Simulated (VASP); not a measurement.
Here is the system:

```xyz
4
Lattice="3.4518 0.0000 0.0000 0.0000 3.4518 0.0000 0.0000 0.0000 3.4518" Properties=species:S:1:pos:R:3 pbc="T T T"
Al     0.0000     0.0000     0.0000
Ni     0.0000     1.7259     1.7259
Ni     1.7259     0.0000     1.7259
Ni     1.7259     1.7259     0.0000
```
Starting moments (μB, in the order of the record's atoms Al Ni Ni Ni): 0.0 0.3 0.3 0.3.

Calculation: PBE GGA with D3 dispersion (Becke-Johnson damping), VASP's PBE PAW potentials (set 64) (plane waves; VASP). Settings: 520 eV cut-off, 9×9×9 Γ-centred mesh, first-order Methfessel-Paxton smearing of 0.10 eV, potentials Al Ni.

Problem. What does the run give for the cell moment, energy per atom (σ→0), pressure, band gap (on the k-mesh) with the smallest direct gap where there is one?

Solution. 
```
Quantity                                                     Value
------------------------  ----------------------------------------
band gap (on the k-mesh)  none (metal, semimetal or under 0.01 eV)
cell moment                                                0.00 μB
energy per atom (σ→0)                               -5.908 eV/atom
pressure                                                 13.79 GPa
```

Only differences to runs with the same potentials and settings are physical.

The compound is Ni3Al in the L1_2 structure. This cell is one point of a volume scan, at 0.94 of the reference volume.
